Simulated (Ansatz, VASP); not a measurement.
# TaN (TaN(310) slab): VASP beside Ansatz

Wanted: the spread between two codes on one cell, functional and k mesh. The cell is taken from a series of runs on this material, whose earlier steps may have relaxed, scaled, displaced or heated it; both programs get it as it stands.

Program: Ansatz 0.2.0. Level of theory: plane waves, with VASP 6.6.1 beside it; single point at PBE and single point at PBEsol. Results are calculated unless marked as measured.

## (1) Set-up

The cell holds 36 atoms: 18 N and 18 Ta. Cell: a = 4.420 Å, b = 6.989 Å, c = 26.881 Å, α = 90.0°, β = 90.0°, γ = 90.0°. It derives from TaN. Slab of TaN cut on (3 1 0), 11.9 A thick, 1 x 1 surface cells, both faces free; (so at first; earlier steps may have moved the atoms). Lattice constants are starting values near those of PBE. Vacuum lies along c.

Structure file:

```
N Ta
1.0
     4.42000    0.00000    0.00000
     0.00000    6.98863    0.00000
     0.00000    0.00000   26.88068
N Ta
18 18
Cartesian
  0.0000 6.2898 7.5000
  2.2100 1.3977 8.1989
  0.0000 3.4943 8.8978
  2.2100 5.5909 9.5967
  0.0000 0.6989 10.2956
  2.2100 2.7955 10.9942
  0.0000 4.8920 11.6931
  2.2100 6.9886 12.3920
  0.0000 2.0966 13.0909
  2.2100 4.1932 13.7898
  0.0000 6.2898 14.4887
  2.2100 1.3977 15.1876
  0.0000 3.4943 15.8865
  2.2100 5.5909 16.5851
  0.0000 0.6989 17.2840
  2.2100 2.7955 17.9829
  0.0000 4.8920 18.6818
  2.2100 6.9886 19.3807
  2.2100 6.2898 7.5000
  0.0000 1.3977 8.1989
  2.2100 3.4943 8.8978
  0.0000 5.5909 9.5967
  2.2100 0.6989 10.2956
  0.0000 2.7955 10.9942
  2.2100 4.8920 11.6931
  0.0000 6.9886 12.3920
  2.2100 2.0966 13.0909
  0.0000 4.1932 13.7898
  2.2100 6.2898 14.4887
  0.0000 1.3977 15.1876
  2.2100 3.4943 15.8865
  0.0000 5.5909 16.5851
  2.2100 0.6989 17.2840
  0.0000 2.7955 17.9829
  2.2100 4.8920 18.6818
  0.0000 6.9886 19.3807
```

## (2) VASP: single point, PBE

A single point gives forces, pressure and levels at one fixed geometry, so differences don't come from the geometry; what else differs is listed under the comparison.

Lines of VASP's logs that name or quote its potential files are left out, and so is its time.

Contents of INCAR:

```
SYSTEM = TaN
PREC = Accurate
ENCUT = 520
EDIFF = 1E-06
NELM = 120
ISMEAR = -1
SIGMA = 0.1
LREAL = Auto
ALGO = Normal
GGA = PE
NBANDS = 172
LASPH = .TRUE.
LORBIT = 11
LWAVE = .FALSE.
LCHARG = .FALSE.
ISIF = 2
GGA_COMPAT = .FALSE.
KPAR = 4
```

Contents of POSCAR:

```
TaN
1.0
    4.4200000000      0.0000000000      0.0000000000
    0.0000000000      6.9886300000      0.0000000000
    0.0000000000      0.0000000000     26.8806800000
N Ta
18 18
Direct
    0.0000000000      0.9000000000      0.2790100000
    0.5000000000      0.2000000000      0.3050100000
    0.0000000000      0.5000000000      0.3310100000
    0.5000000000      0.8000000000      0.3570100000
    0.0000000000      0.1000000000      0.3830100000
    0.5000000000      0.4000000000      0.4090000000
    0.0000000000      0.7000000000      0.4350000000
    0.5000000000      1.0000000000      0.4610000000
    0.0000000000      0.3000000000      0.4870000000
    0.5000000000      0.6000000000      0.5130000000
    0.0000000000      0.9000000000      0.5390000000
    0.5000000000      0.2000000000      0.5650000000
    0.0000000000      0.5000000000      0.5910000000
    0.5000000000      0.8000000000      0.6169900000
    0.0000000000      0.1000000000      0.6429900000
    0.5000000000      0.4000000000      0.6689900000
    0.0000000000      0.7000000000      0.6949900000
    0.5000000000      1.0000000000      0.7209900000
    0.5000000000      0.9000000000      0.2790100000
    0.0000000000      0.2000000000      0.3050100000
    0.5000000000      0.5000000000      0.3310100000
    0.0000000000      0.8000000000      0.3570100000
    0.5000000000      0.1000000000      0.3830100000
    0.0000000000      0.4000000000      0.4090000000
    0.5000000000      0.7000000000      0.4350000000
    0.0000000000      1.0000000000      0.4610000000
    0.5000000000      0.3000000000      0.4870000000
    0.0000000000      0.6000000000      0.5130000000
    0.5000000000      0.9000000000      0.5390000000
    0.0000000000      0.2000000000      0.5650000000
    0.5000000000      0.5000000000      0.5910000000
    0.0000000000      0.8000000000      0.6169900000
    0.5000000000      0.1000000000      0.6429900000
    0.0000000000      0.4000000000      0.6689900000
    0.5000000000      0.7000000000      0.6949900000
    0.0000000000      1.0000000000      0.7209900000
```

Contents of KPOINTS:

```
Automatic mesh
0
Gamma
5 3 1
0 0 0
```

The projector-augmented-wave data sets are N and Ta_pv (PBE family, release 64).

On the command line:

```console
> mpirun -np 4 vasp_std
```

Numbers of over 12 decimals in the logs are rounded to 6 here.

The log of the run:

```text
[banner, memory and clock lines left out]
running    4 mpi-ranks, on    1 nodes
[...]
LDA part: xc-table for (Slater+PW92), standard interpolation
 POSCAR, INCAR and KPOINTS ok, starting setup
[...]
entering main loop
       N       E                     dE             d eps       ncg     rms          rms(c)
DAV:   1     0.299273072714E+04    0.29927E+04   -0.15825E+05  2432   0.158E+03
DAV:   2    -0.185920802019E+03   -0.31787E+04   -0.31063E+04  2424   0.449E+02
DAV:   3    -0.433959424982E+03   -0.24804E+03   -0.24316E+03  2584   0.115E+02
DAV:   4    -0.445891170628E+03   -0.11932E+02   -0.11705E+02  2528   0.238E+01
[...]
DAV:  31    -0.385385273006E+03   -0.23482E-05   -0.94434E-08  1376   0.495E-04    0.180E-04
DAV:  32    -0.385385274012E+03   -0.10052E-05   -0.68650E-08  1376   0.301E-04    0.100E-04
DAV:  33    -0.385385274247E+03   -0.23598E-06   -0.24282E-08  1296   0.183E-04
   1 F= -.38538527E+03 E0= -.38506296E+03  d E =-.644631E+00
```

OUTCAR, selected parts (step 2):

```text
  Total      -33.5205261    -18.8605547    -10.5859566      0.0000000     -6.4846402      0.0000000
  in kB      -64.6795278    -36.3923813    -20.4261314      0.0000000    -12.5124369      0.0000000
  external PRESSURE =     -40.4993469 kB  Pullay stress =       0.0000000 kB

 POSITION                                       TOTAL-FORCE (eV/Angst)
 -----------------------------------------------------------------------------------
      0.00000      6.28977      7.49998         0.000000      0.283086     -0.871794
      2.21000      1.39773      8.19888         0.000000      0.037689     -1.297722
      0.00000      3.49431      8.89777         0.000000      0.402604     -0.398613
      2.21000      5.59090      9.59667         0.000000      0.205363     -0.966345
      0.00000      0.69886     10.29557         0.000000      0.302481     -0.912597
      2.21000      2.79545     10.99420         0.000000      0.021076     -0.211774
      0.00000      4.89204     11.69310         0.000000     -0.184214      0.184370
      2.21000      0.00000     12.39199         0.000000     -0.058149     -0.002753
      0.00000      2.09659     13.09089         0.000000     -0.053455      0.368155
      2.21000      4.19318     13.78979         0.000000      0.053455     -0.368155
      0.00000      6.28977     14.48869         0.000000      0.058149      0.002753
      2.21000      1.39773     15.18758         0.000000      0.184214     -0.184370
      0.00000      3.49431     15.88648         0.000000     -0.021076      0.211774
      2.21000      5.59090     16.58511         0.000000     -0.302481      0.912597
[...]
-----------------------------------------------------------------------------------
    total drift:                                0.000000     -0.000020      0.000054

  FREE ENERGIE OF THE ION-ELECTRON SYSTEM (eV)
  ---------------------------------------------------
  free  energy   TOTEN  =      -385.3852742475 eV

  energy  without entropy=     -384.7406428688  energy(sigma->0) =     -385.06295856

[... 2 further parts left out ...]
[key lines of the parts left out:]
E-fermi :   2.3828
```

## (3) Ansatz: single point, PBE

Ansatz runs on its default PAW (the set named soft_2) files.

The same cell, functional, mesh and smearing now go to Ansatz, which takes its cutoff from its data sets.

Contents of input.yaml:

```yaml
crystal:
  lattice:
    - [4.42, 0.0, 0.0]
    - [0.0, 6.98863, 0.0]
    - [0.0, 0.0, 26.88068]
  atoms:
    - { symbol: "N", position: [0.0, 0.9, 0.27901] }
    - { symbol: Ta, position: [0.5, 0.9, 0.27901] }
    - { symbol: Ta, position: [0.0, 0.2, 0.30501] }
    - { symbol: "N", position: [0.5, 0.2, 0.30501] }
    - { symbol: "N", position: [0.0, 0.5, 0.33101] }
    - { symbol: Ta, position: [0.5, 0.5, 0.33101] }
    - { symbol: Ta, position: [0.0, 0.8, 0.35701] }
    - { symbol: "N", position: [0.5, 0.8, 0.35701] }
    - { symbol: "N", position: [0.0, 0.1, 0.38301] }
    - { symbol: Ta, position: [0.5, 0.1, 0.38301] }
    - { symbol: Ta, position: [0.0, 0.4, 0.409] }
    - { symbol: "N", position: [0.5, 0.4, 0.409] }
    - { symbol: "N", position: [0.0, 0.7, 0.435] }
    - { symbol: Ta, position: [0.5, 0.7, 0.435] }
    - { symbol: Ta, position: [0.0, 0.0, 0.461] }
    - { symbol: "N", position: [0.5, 0.0, 0.461] }
    - { symbol: "N", position: [0.0, 0.3, 0.487] }
    - { symbol: Ta, position: [0.5, 0.3, 0.487] }
    - { symbol: Ta, position: [0.0, 0.6, 0.513] }
    - { symbol: "N", position: [0.5, 0.6, 0.513] }
    - { symbol: "N", position: [0.0, 0.9, 0.539] }
    - { symbol: Ta, position: [0.5, 0.9, 0.539] }
    - { symbol: Ta, position: [0.0, 0.2, 0.565] }
    - { symbol: "N", position: [0.5, 0.2, 0.565] }
    - { symbol: "N", position: [0.0, 0.5, 0.591] }
    - { symbol: Ta, position: [0.5, 0.5, 0.591] }
    - { symbol: Ta, position: [0.0, 0.8, 0.61699] }
    - { symbol: "N", position: [0.5, 0.8, 0.61699] }
    - { symbol: "N", position: [0.0, 0.1, 0.64299] }
    - { symbol: Ta, position: [0.5, 0.1, 0.64299] }
    - { symbol: Ta, position: [0.0, 0.4, 0.66899] }
    - { symbol: "N", position: [0.5, 0.4, 0.66899] }
    - { symbol: "N", position: [0.0, 0.7, 0.69499] }
    - { symbol: Ta, position: [0.5, 0.7, 0.69499] }
    - { symbol: Ta, position: [0.0, 0.0, 0.72099] }
    - { symbol: "N", position: [0.5, 0.0, 0.72099] }
kpoints:
  mp_grid: { grid: [5, 3, 1] }
hamiltonian:
  xc: pbe
scf:
  occupations: { method: fermi_dirac, width: 0.1 }
output:
  forces: true
```

On the command line:

```console
> ansatz run input.yaml --threads 6 --pin off --max-ram 102400MiB --backend cuda --events-out ev --progress --plain --runs-dir out
```

The log of the run:

```text
Engine: ansatz 0.2.0, x86_64-unknown-linux-gnu
Pseudopotentials: kind: paw
Pseudopotential: N, paw, valence charge 5, recommended cutoff 420 eV (normal), N.paw.azcp
Pseudopotential: Ta, paw, valence charge 13, recommended cutoff 420 eV (normal), Ta.paw.azcp
Functional definition: PBE
  parameter kappa = 0.804
  parameter beta = 0.066725
  exchange = pbe_x(kappa = kappa, mu = beta*pi^2/3)
  correlation = pbe_c(beta = beta)
device memory: the entry about to start is reckoned to put 13.6 GiB on a device that reports 78.6 GiB free
GPU FFT provider: cuFFT
GPU libraries: cuBLAS 13.8.2, cuFFT 12.4.0, cuSOLVER 12.3.4
Crystal: 36 atoms, lattice volume = 830.337 Å³
Basis set: ecut = 420 eV, 16245 PW (Γ), exchange–correlation on 60×96×360 points (8 copies of the dense FFT grid, shifted against one another)
Bands: 198, of which v1, the nominal top of the filled ones, is band 162 counted from 1 (161 counted from 0)
Symmetry: 4 space group operations
Space group: P21/m (ITA 11), of the structure as read, at distance tolerance 9.4e-5 Å
k-points: 6 of 15
Non-local potential: N, projectors of the file, l = 0: 2, l = 1: 2, l = 2: 1
Non-local potential: Ta, projectors of the file, l = 0: 3, l = 1: 2, l = 2: 2, l = 3: 1
PAW form: soft (Blöchl's): semilocal exchange-correlation on the pseudo side does not see the compensation charge
PAW one-centre angular grid: N, 110 points (default); XC on 64 Gauss nodes
PAW one-centre angular grid: Ta, 590 points (default); XC on 64 Gauss nodes
Initial density: superposition of atomic densities (neutral atoms: chi_scale 0, normalization atom), corrected by the library's trained network
Initial wavefunctions: pseudopotential atomic-orbital guess
GPU buffer pool allocated for 259200 grid points (all kernels)
GPU transforms: local potential and band sums: pruned to the plane-wave sphere, on 30×48×180
Functional: x = pbe(κ = 0.804, μ = 0.219515), c = pbe(β = 0.066725)
SCF iter   1: F=—  HF=-185715.036904 eV  |F-HF|=—  |Δ(HF+E_count)|=         —  Δρ=5.95e-3  dr2=2.82e0  ethr=1.77e-3  ⟨swp⟩=7.2  Hψ=5622  notcnv=0
preconditioner: auto → LDOS  [metal: Δε(μ)=0.000 eV  Ē_g=8.880 eV  σ=0.100 eV  W_gap=0.00  n_scr=176 (ndim 8)  ℏωp=17.3 eV  f_vac=0.466  D(μ)=18.29/eV (n_scr^D=118)  β→1.0]
SCF iter   2: F=—  HF=-185714.923087 eV  |F-HF|=—  |Δ(HF+E_count)|=   1.14e-1  Δρ=2.44e-3  dr2=2.06e-1  ethr=8.72e-4  ⟨swp⟩=2.8  Hψ=1625  notcnv=0
SCF iter   3: F=—  HF=-185714.914778 eV  |F-HF|=—  |Δ(HF+E_count)|=   8.31e-3  Δρ=5.71e-4  dr2=9.55e-3  ethr=6.36e-5  ⟨swp⟩=2.0  Hψ=1728  notcnv=0
SCF iter   4: F=—  HF=-185714.915782 eV  |F-HF|=—  |Δ(HF+E_count)|=   1.00e-3  Δρ=2.54e-4  dr2=7.35e-4  ethr=2.95e-6  ⟨swp⟩=2.5  Hψ=2117  notcnv=0
SCF iter   5: F=—  HF=-185714.913140 eV  |F-HF|=—  |Δ(HF+E_count)|=   2.64e-3  Δρ=8.33e-5  dr2=1.52e-4  ethr=2.27e-7  ⟨swp⟩=3.3  Hψ=2595  notcnv=0
SCF iter   6: F=—  HF=-185714.913152 eV  |F-HF|=—  |Δ(HF+E_count)|=   1.20e-5  Δρ=3.08e-5  dr2=1.91e-5  ethr=4.70e-8  ⟨swp⟩=2.7  Hψ=1727  notcnv=0
SCF iter   7: F=—  HF=-185714.916447 eV  |F-HF|=—  |Δ(HF+E_count)|=   3.29e-3  Δρ=1.16e-5  dr2=1.45e-6  ethr=5.89e-9  ⟨swp⟩=3.0  Hψ=2231  notcnv=0
SCF iter   8: F=—  HF=-185714.916448 eV  |F-HF|=—  |Δ(HF+E_count)|=   9.70e-7  Δρ=4.07e-6  dr2=1.87e-7  ethr=4.49e-10  ⟨swp⟩=3.3  Hψ=2434  notcnv=0
SCF iter   9: F=-185714.916448 eV  HF=-185714.916448 eV  |F-HF|=4.77e-9  |Δ(HF+E_count)|=   6.70e-8  Δρ=1.25e-6  dr2=1.17e-8  ethr=3.09e-11  ⟨swp⟩=6.0  Hψ=4634  notcnv=0
SCF 1 converged in 9 iterations: F = -185714.916448 eV  dr2 = 1.17e-8
  greatest PAW one-centre occupation: 0.999 electrons in one spin orbital (limit 2), on the Ta atom at site 25 (counted from 0), in its partial waves of l = 0
SCF converged after 9 iterations
Free energy (F): -185714.916448 eV
Harris-Foulkes:  -185714.916448 eV  (|F-HF|=4.77e-9)
Internal energy: -185714.272464 eV  (E = F + TS)
E sigma→0 (E₀):  -185714.594456 eV
Entropy (-TS):   -0.643984 eV (-17.888 meV/atom)
Fermi energy:    7.992886 eV
--- Per-component energies (eV) ---
  E_band       = -5118.082454
  E_kinetic    = 8947.750723
  E_local      = -398917.331641  (includes V_loc(G=0)·N_el)
  E_nonlocal   = 1071.026417
  E_hartree    = 195604.870742
  E_xc         = -5016.420409
  E_vxc        = -5052.445348  (∫ρ·V_xc dr)
  E_paw        = -153428.293649  (= ΣΔE_a)
  E_vpaw       = -2376.850438  (= ΣTr[D̂ρ^β])
  E_aug_tail   = 0.003345  (compensation charges beyond the density's cutoff)
  E_ewald      = 166024.122008
  E_smearing   = -0.643984  (= −TS)
  E_closure    = -0.000000  (closes the sum)
  Σ components = -185714.916448   (vs F -185714.916448, Δ=0.00e0)
--- Forces (eV/Å), atoms counted from 1 ---
  atom   1  N      0.00000000     0.29800448    -0.85194949
  atom   2  Ta     0.00000000     0.68756038     3.34199274
  atom   3  Ta     0.00000000    -0.47994419     2.00006181
  atom   4  N      0.00000000     0.03942511    -1.28032172
  atom   5  N      0.00000000     0.39330949    -0.38344730
  atom   6  Ta     0.00000000    -0.47199718     0.40775329
  atom   7  Ta     0.00000000    -0.30585037    -1.19346938
  atom   8  N      0.00000000     0.20442232    -0.94773862
  atom   9  N      0.00000000     0.29851219    -0.90144961
  atom  10  Ta     0.00000000     0.20977584    -0.61739842
  atom  11  Ta     0.00000000    -0.01152776    -0.35003549
  atom  12  N      0.00000000     0.01967669    -0.20520201
  atom  13  N      0.00000000    -0.18157623     0.18107459
  atom  14  Ta     0.00000000    -0.30568301     0.34282388
  atom  15  Ta     0.00000000    -0.20798840     0.51356849
  atom  16  N      0.00000000    -0.05848067    -0.00654293
  atom  17  N      0.00000000    -0.05076909     0.36378291
  atom  18  Ta     0.00000000    -0.03494571     0.23070300
  atom  19  Ta     0.00000000     0.03494571    -0.23070300
  atom  20  N      0.00000000     0.05076909    -0.36378291
  atom  21  N      0.00000000     0.05848067     0.00654293
  atom  22  Ta     0.00000000     0.20798840    -0.51356849
  atom  23  Ta     0.00000000     0.30568301    -0.34282388
  atom  24  N      0.00000000     0.18157623    -0.18107459
[...]
atom  29  N      0.00000000    -0.20442232     0.94773862
  atom  30  Ta     0.00000000     0.30585037     1.19346938
  atom  31  Ta     0.00000000     0.47199718    -0.40775329
  atom  32  N      0.00000000    -0.39330949     0.38344730
  atom  33  N      0.00000000    -0.03942511     1.28032172
  atom  34  Ta     0.00000000     0.47994419    -2.00006181
  atom  35  Ta     0.00000000    -0.68756038    -3.34199274
  atom  36  N      0.00000000    -0.29800448     0.85194949
  max |Σ_I F_I| component: 5.55e-16 eV/Å
```

## (4) Side by side

Known differences besides the potentials themselves: the data sets hold 324 valence electrons in Ansatz (on its default PAW (the set named soft_2) files) and 288 in VASP; the cutoff is 420 eV in Ansatz and 520 eV in VASP (PREC = Accurate, projectors in real space). Total energies have different zeros and are not compared.

Forces on 8 of the 36 atoms, those with the largest forces and the largest differences (eV/Å; atoms numbered as in POSCAR):

```csv
atom,"Ansatz x, y, z","VASP x, y, z"
N2,"0.000, 0.039, -1.280","0.000, 0.038, -1.298"
N17,"0.000, -0.039, 1.280","0.000, -0.038, 1.298"
Ta19,"0.000, 0.688, 3.342","0.000, 0.681, 3.319"
Ta20,"0.000, -0.480, 2.000","0.000, -0.468, 1.973"
Ta22,"0.000, -0.306, -1.193","0.000, -0.308, -1.205"
Ta34,"0.000, 0.472, -0.408","0.000, 0.469, -0.382"
Ta35,"0.000, 0.480, -2.000","0.000, 0.468, -1.973"
Ta36,"0.000, -0.688, -3.342","0.000, -0.681, -3.319"
```

The forces differ by 8.8 meV/Å r.m.s., which is 1.3 % of the r.m.s. force of 0.662 eV/Å (both taken over all components). With vacuum in the cell, a pressure given here is an average over mostly empty space and none of the material.

## (5) Ansatz: single point, PBEsol

A single point gives forces, pressure and levels at one fixed geometry, so differences don't come from the geometry; what else differs is listed under the comparison.

The cell is taken from a series of runs on this material, whose earlier steps may have relaxed, scaled, displaced or heated it; both programs get it as it stands.

Contents of input.yaml:

```yaml
crystal:
  lattice:
    - [4.42, 0.0, 0.0]
    - [0.0, 6.98863, 0.0]
    - [0.0, 0.0, 26.88068]
  atoms:
    - { symbol: "N", position: [1.0, 0.93441, 0.2793] }
    - { symbol: Ta, position: [0.5, 0.93856, 0.28889] }
    - { symbol: Ta, position: [1.0, 0.21019, 0.31224] }
    - { symbol: "N", position: [0.5, 0.23729, 0.29069] }
    - { symbol: "N", position: [1.0, 0.50825, 0.32251] }
    - { symbol: Ta, position: [0.5, 0.48674, 0.33223] }
    - { symbol: Ta, position: [1.0, 0.78107, 0.34842] }
    - { symbol: "N", position: [0.5, 0.80065, 0.35848] }
    - { symbol: "N", position: [1.0, 0.10057, 0.38598] }
    - { symbol: Ta, position: [0.5, 0.11389, 0.37958] }
    - { symbol: Ta, position: [1.0, 0.41615, 0.40624] }
    - { symbol: "N", position: [0.5, 0.40511, 0.41243] }
    - { symbol: "N", position: [0.0, 0.72522, 0.42875] }
    - { symbol: Ta, position: [0.5, 0.70591, 0.43691] }
    - { symbol: Ta, position: [1.0, 0.00748, 0.46592] }
    - { symbol: "N", position: [0.5, 0.01066, 0.45593] }
    - { symbol: "N", position: [0.0, 0.31352, 0.48464] }
    - { symbol: Ta, position: [0.5, 0.28738, 0.49334] }
    - { symbol: Ta, position: [1.0, 0.61262, 0.50666] }
    - { symbol: "N", position: [0.5, 0.58648, 0.51536] }
    - { symbol: "N", position: [1.0, 0.88934, 0.54407] }
    - { symbol: Ta, position: [0.5, 0.89252, 0.53408] }
    - { symbol: Ta, position: [0.0, 0.19409, 0.56309] }
    - { symbol: "N", position: [0.5, 0.17478, 0.57125] }
    - { symbol: "N", position: [1.0, 0.49489, 0.58757] }
    - { symbol: Ta, position: [0.5, 0.48385, 0.59376] }
    - { symbol: Ta, position: [1.0, 0.78611, 0.62042] }
    - { symbol: "N", position: [0.5, 0.79943, 0.61402] }
    - { symbol: "N", position: [0.0, 0.09935, 0.64152] }
    - { symbol: Ta, position: [0.5, 0.11893, 0.65158] }
    - { symbol: Ta, position: [1.0, 0.41326, 0.66777] }
    - { symbol: "N", position: [0.5, 0.39175, 0.67749] }
    - { symbol: "N", position: [1.0, 0.66271, 0.70931] }
    - { symbol: Ta, position: [0.5, 0.68981, 0.68776] }
    - { symbol: Ta, position: [1.0, 0.96144, 0.71111] }
    - { symbol: "N", position: [0.5, 0.96559, 0.7207] }
kpoints:
  mp_grid: { grid: [8, 5, 1] }
hamiltonian:
  xc: pbesol
scf:
  occupations: { method: fermi_dirac, width: 0.1 }
output:
  forces: true
```

The log of the run:

```text
[...]
concurrent solve slots: 5 of 6 are kept, ahead of what memory takes: no pass of the eigensolver takes more rounds on 5
[...]
GPU FFT provider: cuFFT
GPU libraries: cuBLAS 13.8.2, cuFFT 12.4.0, cuSOLVER 12.3.4
Crystal: 36 atoms, lattice volume = 830.337 Å³
Basis set: ecut = 420 eV, 16245 PW (Γ), exchange–correlation on 60×96×360 points (8 copies of the dense FFT grid, shifted against one another)
[...]
atom   5  N      0.00000000    -0.09002339     0.18244418
  atom   6  Ta     0.00000000     0.01278688     0.16190846
  atom   7  Ta     0.00000000     0.00567905     0.04174613
  atom   8  N      0.00000000    -0.02538125    -0.04651712
[...]
atom  33  N      0.00000000     0.11199012    -0.39989092
  atom  34  Ta     0.00000000     0.04053101    -0.14628628
  atom  35  Ta     0.00000000    -0.06849346    -0.39808737
  atom  36  N      0.00000000    -0.13309002    -0.35364302
  max |Σ_I F_I| component: 2.78e-16 eV/Å
[key lines of the parts left out:]
SCF converged after 8 iterations
Free energy (F): -183361.407564 eV
Fermi energy:    7.720241 eV
```

(Continued in part 2 of 2.)

[Lines on the potential files, build, host, timing and source positions are cut from VASP's logs without a mark.]

[Logs are printed without paths, hosts, clocks, repeated set-up lines and the standing remarks that a program may print on its own settings, such as how far it seeks lower states.]

[Hosts, paths, dates, database ids (printed as entryN), source tags and the programs' standing remarks are cut or masked in the printed files.]
